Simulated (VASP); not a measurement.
Input:

```
Na2S
1.0
    0.00000     3.18336     3.18336
    3.18336     0.00000     3.18336
    3.18336     3.18336     0.00000
Na S
2 1
Direct
  0.25000   0.25000   0.25000
  0.75000   0.75000   0.75000
  0.00000   0.00000   0.00000
```

The numbers are results of LDA (Ceperley-Alder, Perdew-Zunger), VASP's LDA PAW potentials (set 64) (plane waves; VASP 6.6.1), not measurements. Settings: 400 eV cut-off, Gaussian smearing of 0.050 eV, potentials Na_pv S.

Task: What does the run give for the band gap (along the path) with the smallest direct gap where there is one?

Result: 
```
Property                               Result
------------------------------------  -------
band gap (along the path)             2.52 eV
smallest direct gap (along the path)  2.52 eV
```

Total energies compare only between runs with the same potentials, cut-off and functional.

The compound is Na2S in the antifluorite structure. It was relaxed first, which changed the volume by -8 %.
